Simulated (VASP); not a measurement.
Output of a VASP run:

**OUTCAR**
```
 ion  position               nearest neighbor table
   1  0.667  0.333  0.500-   2 3.07   3 3.07   2 3.07   3 3.07   2 3.07   3 3.07
   2  0.333  0.667  0.391-   1 3.07   1 3.07   1 3.07
   3  0.333  0.667  0.609-   1 3.07   1 3.07   1 3.07
  LATTYP: Found a hexagonal cell.
 ALAT       =     4.0981930000
 C/A-ratio  =     4.3690853505
 Subroutine PRICEL returns:
 Original cell was already a primitive cell.
 Subroutine GETGRP returns: Found 12 space group operations
The static configuration has the point symmetry D_3h.
The dynamic configuration has the point symmetry D_3h.
The overall configuration has the point symmetry D_3h.
 Subroutine INISYM returns: Found 12 space group operations
 Subroutine IBZKPT returns following result:
 Found     12 irreducible k-points:

 Following reciprocal coordinates:
            Coordinates               Weight
  0.000000  0.000000  0.000000      1.000000
  0.142857  0.000000  0.000000      3.000000
 -0.142857 -0.000000  0.000000      3.000000
  0.285714  0.000000  0.000000      3.000000
 -0.285714 -0.000000  0.000000      3.000000
  0.428571  0.000000  0.000000      3.000000
 -0.428571 -0.000000  0.000000      3.000000
  0.142857  0.142857  0.000000      6.000000
  0.285714  0.142857  0.000000      6.000000
 -0.285714 -0.142857  0.000000      6.000000
  0.428571  0.142857  0.000000      6.000000
  0.285714  0.285714  0.000000      6.000000
   k-points           NKPTS =     12   k-points in BZ     NKDIM =     12   number of bands    NBANDS=     32
   number of dos      NEDOS =    301   number of ions     NIONS =      3
   total plane-waves  NPLWV =  62208
   dimension x,y,z NGX =    24 NGY =   24 NGZ =  108
   dimension x,y,z NGXF=    48 NGYF=   48 NGZF=  216
   ions per type =               1   2
   PREC   = accura    normal or accurate (medium, high low for compatibility)
   ISTART =      0    job   : 0-new  1-cont  2-samecut
   ICHARG =      2    charge: 1-file 2-atom 10-const
   ISPIN  =      1    spin polarized calculation?
   LNONCOLLINEAR =      T non collinear calculations
   LSORBIT =      T    spin-orbit coupling
   INIWAV =      1    electr: 0-lowe 1-rand  2-diag
   ENCUT  =  300.0 eV  22.05 Ry    4.70 a.u.   5.79  5.79 25.29*2*pi/ulx,y,z
   NELM   =    100;   NELMIN=  2; NELMDL= -5     # of ELM steps
   EDIFF  = 0.1E-05   stopping-criterion for ELM
   LREAL  =      F    real-space projection
   NLSPLINE    = F    spline interpolate recip. space projectors
   LMAXMIX     =    4 max onsite mixed and CHGCAR
   VOSKOWN=      0    Vosko Wilk Nusair interpolation
   EDIFFG = 0.1E-04   stopping-criterion for IOM
   NSW    =      0    number of steps for IOM
   NBLOCK =      1;   KBLOCK =      1    inner block; outer block
   IBRION =     -1    ionic relax: 0-MD 1-quasi-New 2-CG
   NFREE  =      0    steps in history (QN), initial steepest desc. (CG)
   ISIF   =      2    stress and relaxation
   ISYM   =      2    0-nonsym 1-usesym 2-fastsym
   TEIN   =    0.0    initial temperature
   TEBEG  =    0.0;   TEEND  =   0.0 temperature during run
   SMASS  =  -3.00    Nose mass-parameter (am)
   PSTRESS=    0.0 pullay stress
   NELECT =      24.0000    total number of electrons
   EFERMI =   0.00;   METHOD = LEGACY
   ISMEAR =     0;   SIGMA  =   0.14  broadening in eV -4-tet -1-fermi 0-gaus
   IALGO  =     38    algorithm
   LDIAG  =      T    sub-space diagonalisation (order eigenvalues)
   IMIX   =      4    mixing-type and parameters
     AMIX     =   0.40;   BMIX     =  1.00
     AMIX_MAG =   1.60;   BMIX_MAG =  1.00
     AMIN     =   0.10
   GGA     = PE    functional components
   VOSKOWN =     0    Vosko Wilk Nusair interpolation
   LHFCALC =     F    Hartree Fock is set to
   LHFONE  =     F    Hartree Fock one center treatment
   AEXX    =    0.0000 exact exchange contribution
   IVDW    =     0    specifies the selected vdW correction
   LEPSILON=     F    determine dielectric tensor
   LRPA    =     F    only Hartree local field effects (RPA)
  energy-cutoff  :      300.00
...
```

### OSZICAR
```
       N       E                     dE             d eps       ncg     rms          rms(c)
DAV:   1     0.185688816154E+03    0.18569E+03   -0.68646E+03   864   0.736E+02
DAV:   2     0.130937739503E+02   -0.17260E+03   -0.16676E+03  1144   0.205E+02
DAV:   3    -0.105684873932E+02   -0.23662E+02   -0.23510E+02  1128   0.820E+01
DAV:   4    -0.112379199071E+02   -0.66943E+00   -0.66813E+00  1080   0.145E+01
DAV:   5    -0.112607984649E+02   -0.22879E-01   -0.22872E-01  1128   0.205E+00    0.659E+00
DAV:   6    -0.109790029278E+02    0.28180E+00   -0.47353E-01   952   0.368E+00    0.362E+00
DAV:   7    -0.109262982704E+02    0.52705E-01   -0.40200E-01   952   0.329E+00    0.142E+00
DAV:   8    -0.109319510494E+02   -0.56528E-02   -0.26608E-02   984   0.965E-01    0.644E-01
DAV:   9    -0.109321304394E+02   -0.17939E-03   -0.24200E-03   952   0.374E-01    0.247E-01
DAV:  10    -0.109318373587E+02    0.29308E-03   -0.30109E-03   952   0.338E-01    0.105E-01
DAV:  11    -0.109318745458E+02   -0.37187E-04   -0.46518E-04   992   0.119E-01    0.500E-02
DAV:  12    -0.109317690511E+02    0.10549E-03   -0.69099E-04   952   0.147E-01    0.330E-02
DAV:  13    -0.109319480136E+02   -0.17896E-03   -0.17139E-04   936   0.606E-02    0.183E-02
DAV:  14    -0.109321691219E+02   -0.22111E-03   -0.39833E-05   936   0.364E-02    0.150E-02
DAV:  15    -0.109321686116E+02    0.51031E-06   -0.24692E-05   960   0.204E-02    0.134E-02
DAV:  16    -0.109321804873E+02   -0.11876E-04   -0.74120E-06   864   0.114E-02    0.610E-03
DAV:  17    -0.109323105785E+02   -0.13009E-03   -0.98690E-06   824   0.138E-02    0.572E-03
DAV:  18    -0.109323791829E+02   -0.68604E-04   -0.52983E-06   864   0.833E-03    0.452E-03
DAV:  19    -0.109324077851E+02   -0.28602E-04   -0.15061E-06   816   0.461E-03    0.137E-03
DAV:  20    -0.109324137239E+02   -0.59388E-05   -0.13743E-07   664   0.170E-03    0.433E-04
DAV:  21    -0.109324177773E+02   -0.40535E-05   -0.21196E-07   672   0.175E-03    0.143E-04
DAV:  22    -0.109324188045E+02   -0.10272E-05   -0.58172E-08   672   0.901E-04    0.109E-04
DAV:  23    -0.109324190871E+02   -0.28254E-06   -0.17228E-08   656   0.545E-04
   1 F= -.10932419E+02 E0= -.10932419E+02  d E =-.598895E-12  mag=     0.0000     0.0000     0.0000
```

**OUTCAR**
```
------------------------ aborting loop because EDIFF is reached ----------------------------------------
  FORCE on cell =-STRESS in cart. coord.  units (eV):
  Direction    XX          YY          ZZ          XY          YZ          ZX
  --------------------------------------------------------------------------------------
  Total        5.4617945      5.4617937      2.5383376      0.0000008     -0.0000000      0.0000000
  in kB       33.6006428     33.6006381     15.6157054      0.0000047     -0.0000000      0.0000000
  external PRESSURE =      27.6056621 kB  Pullay stress =       0.0000000 kB
  volume of cell :      260.43
      direct lattice vectors                 reciprocal lattice vectors
     4.098193000  0.000000000  0.000000000     0.244009982  0.140879204  0.000000000
    -2.049096000  3.549139000  0.000000000     0.000000000  0.281758477  0.000000000
     0.000000000  0.000000000 17.905355000     0.000000000  0.000000000  0.055849214
 POSITION                                       TOTAL-FORCE (eV/Angst)
 -----------------------------------------------------------------------------------
      2.04910      1.18305      8.95268        -0.000000     -0.000000      0.000000
     -0.00000      2.36609      7.00001         0.000000     -0.000000     -0.652522
     -0.00000      2.36609     10.90535         0.000000      0.000000      0.652522
 -----------------------------------------------------------------------------------
    total drift:                                0.001675     -0.000971     -0.000000
  FREE ENERGIE OF THE ION-ELECTRON SYSTEM (eV)
  ---------------------------------------------------
  free  energy   TOTEN  =       -10.9324190871 eV

  energy  without entropy=      -10.9324190871  energy(sigma->0) =      -10.93241909

 total charge

# of ion       s       p       d       tot
------------------------------------------
    1        2.021   5.617   0.380   8.018
    2        1.610   3.297   0.009   4.916
    3        1.610   3.297   0.009   4.916
--------------------------------------------------
tot          5.241  12.211   0.399  17.851

 magnetization (x)

# of ion       s       p       d       tot
------------------------------------------
    1        0.000  -0.000  -0.000  -0.000
    2        0.000  -0.000   0.000  -0.000
    3       -0.000   0.000   0.000   0.000
--------------------------------------------------
tot          0.000  -0.000  -0.000  -0.000

 magnetization (y)

# of ion       s       p       d       tot
------------------------------------------
    1        0.000  -0.000   0.000   0.000
    2        0.000  -0.000  -0.000  -0.000
    3        0.000   0.000   0.000   0.000
--------------------------------------------------
tot          0.000  -0.000  -0.000  -0.000

 magnetization (z)

# of ion       s       p       d       tot
------------------------------------------
    1        0.000  -0.000  -0.000  -0.000
    2        0.000   0.000   0.000   0.000
    3        0.000   0.000   0.000   0.000
--------------------------------------------------
tot          0.000  -0.000  -0.000  -0.000

 Ion:    1  E_soc:     -0.3969855

 Ion:    2  E_soc:     -0.0534747

 Ion:    3  E_soc:     -0.0534747
```
(Selected blocks of OUTCAR.)

### POSCAR
```
BaBr2
1
    4.0981930000     0.0000000000     0.0000000000
   -2.0490960000     3.5491390000     0.0000000000
    0.0000000000     0.0000000000    17.9053550000
Ba Br
1 2
Direct
  0.6666670000   0.3333330000   0.5000000000
  0.3333330000   0.6666670000   0.3909450000
  0.3333330000   0.6666670000   0.6090550000
```

Problem. Reconstruct the remaining input files.

Solution. One answer among several that fit: the input of the run itself, PBE GGA with spin-orbit coupling, plane waves, VASP's PBE PAW potentials (set 64).

**INCAR**
```
# general
SYSTEM       =BaBr2
PREC         =Accurate
ENCUT        =300   # plane-wave cut-off (eV)
LREAL        =.FALSE.   # projection in real space or not
LASPH        =.TRUE.   # aspherical one-centre terms

# electronic loop
EDIFF        =1E-6   # SCF stop (eV)
NELM         =100
ALGO         =Normal
LMAXMIX      =4   # l cut-off of mixed one-centre charges

# smearing
ISMEAR       =0   # Gaussian
SIGMA        =0.136   # width (eV)

# functional
GGA          =PE
GGA_COMPAT   =.FALSE.

# spin
MAGMOM       =9*0.0
LSORBIT      =.TRUE.
LNONCOLLINEAR=.TRUE.

# ions
ISIF         =2   # forces and stress, cell fixed

# output
LWAVE        =.FALSE.
LCHARG       =.FALSE.
LORBIT       =11   # lm-projected
```

File KPOINTS:
```
Automatic mesh
0
Gamma
7 7 1
0 0 0
```

POTCAR, in this order: Ba_sv Br (PBE.64 set). Program: vasp_ncl.

At this cut-off the stress carries a Pulay error, which pulls relaxed volumes low. The cell holds a wide vacuum, so values per volume refer to the whole cell.

The cell is a sheet with vacuum, built from a generated structure.
